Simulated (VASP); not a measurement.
Calculation: RPBE GGA, VASP's PBE PAW potentials (set 64) (plane waves; VASP).

VASP input:

### INCAR
```
SYSTEM = TiO2
PREC = Accurate
ENCUT = 520
EDIFF = 1E-7
NELM = 100
ALGO = Normal
LREAL = .FALSE.
LASPH = .TRUE.
ISMEAR = 0
SIGMA = 0.05
GGA = RP
LMAXMIX = 4
LWAVE = .FALSE.
LCHARG = .FALSE.
LORBIT = 11
ICHARG = 11
```

POSCAR:
```
TiO2
1
   -1.9120426774     1.9120426774     4.9127914555
    1.9120426774    -1.9120426774     4.9127914555
    1.9120426774     1.9120426774    -4.9127914555
Ti O
2 4
Direct
  0.7500000000   0.2500000000   0.5000000000
  0.0000000000   0.0000000000   0.0000000000
  0.5443816564   0.0443816564   0.5000000000
  0.7943816564   0.7943816564   0.0000000000
  0.2056183436   0.2056183436   0.0000000000
  0.9556183436   0.4556183436   0.5000000000
```

KPOINTS:
```
k-points along high-symmetry lines
10
Line-mode
Reciprocal
  0.000000   0.000000   0.000000 ! GAMMA
  0.000000   0.000000   0.500000 ! X

  0.000000   0.000000   0.500000 ! X
  0.250000   0.250000   0.250000 ! P

  0.250000   0.250000   0.250000 ! P
  0.000000   0.500000   0.000000 ! N

  0.000000   0.500000   0.000000 ! N
  0.000000   0.000000   0.000000 ! GAMMA

  0.000000   0.000000   0.000000 ! GAMMA
  0.500000   0.500000  -0.500000 ! M

  0.500000   0.500000  -0.500000 ! M
  0.289601   0.710399  -0.289601 ! S

 -0.289601   0.289601   0.289601 ! S_0
  0.000000   0.000000   0.000000 ! GAMMA

  0.000000   0.000000   0.500000 ! X
 -0.079203   0.079203   0.500000 ! R

  0.500000   0.500000  -0.079203 ! G
  0.500000   0.500000  -0.500000 ! M
```

POTCAR, in this order: Ti_sv O (PBE.64 set). Program: vasp_std. Read from the step before: CHGCAR.

The resulting files:

**OSZICAR**
```
       N       E                     dE             d eps       ncg     rms          rms(c)
DAV:   1     0.618293989900E+03    0.61829E+03   -0.25895E+04  5040   0.201E+03
DAV:   2     0.513079419966E+02   -0.56699E+03   -0.55003E+03  5296   0.565E+02
DAV:   3    -0.441372505635E+02   -0.95445E+02   -0.90904E+02  8100   0.191E+02
DAV:   4    -0.507926552735E+02   -0.66554E+01   -0.65248E+01  7364   0.511E+01
DAV:   5    -0.511300040973E+02   -0.33735E+00   -0.33624E+00  7288   0.883E+00
DAV:   6    -0.511364429156E+02   -0.64388E-02   -0.64337E-02  6484   0.144E+00
DAV:   7    -0.511367499685E+02   -0.30705E-03   -0.30699E-03  7292   0.251E-01
DAV:   8    -0.511367545292E+02   -0.45607E-05   -0.45599E-05  6568   0.317E-02
DAV:   9    -0.511367547632E+02   -0.23397E-06   -0.23395E-06  6736   0.547E-03
DAV:  10    -0.511367547673E+02   -0.40927E-08   -0.41218E-08  3784   0.844E-04
   1 F= -.51136755E+02 E0= -.51136755E+02  d E =-.195081E-19
```

File OUTCAR:
```
 val. band max:        3.0681163886   @ k =   0.0000   0.0000   0.4444

 cond. band min:       5.1866913492   @ k =   0.0000   0.0000   0.0000



 k-point     1 :       0.0000    0.0000    0.0000
  band No.  band energies     occupation
      1     -53.6260      2.00000
      2     -53.5824      2.00000
      3     -29.9441      2.00000
      4     -29.7486      2.00000
      5     -29.7486      2.00000
      6     -29.6949      2.00000
      7     -29.6949      2.00000
      8     -29.6319      2.00000
      9     -14.4686      2.00000
     10     -13.4754      2.00000
     11     -13.4613      2.00000
     12     -13.0525      2.00000
     13      -0.7241      2.00000
     14      -0.6487      2.00000
     15      -0.6487      2.00000
     16      -0.2041      2.00000
     17       1.1601      2.00000
     18       1.1683      2.00000
     19       1.1683      2.00000
     20       2.2633      2.00000
     21       2.2633      2.00000
     22       2.2846      2.00000
     23       2.6908      2.00000
     24       2.6908      2.00000
     25       5.1867      0.00000
     26       5.7940      0.00000
     27       6.9816      0.00000
     28       6.9823      0.00000

 k-point     2 :       0.0000    0.0000    0.0556
  band No.  band energies     occupation
      1     -53.6255      2.00000
      2     -53.5827      2.00000
      3     -29.9437      2.00000
      4     -29.7533      2.00000
      5     -29.7502      2.00000
      6     -29.6975      2.00000
      7     -29.6951      2.00000
      8     -29.6310      2.00000
      9     -14.4418      2.00000
     10     -13.4599      2.00000
     11     -13.4502      2.00000
     12     -13.0464      2.00000
     13      -0.7254      2.00000
     14      -0.7134      2.00000
     15      -0.6831      2.00000
     16      -0.1995      2.00000
     17       1.1074      2.00000
     18       1.1996      2.00000
     19       1.2005      2.00000
     20       2.1914      2.00000
     21       2.2036      2.00000
...
```

The density is held fixed in this step, so its total energy and stress have no physical meaning.

The compound is TiO2 in the anatase structure, one of several forms; rutile is the usual stable one. It was relaxed first, which changed the volume by +5 %.
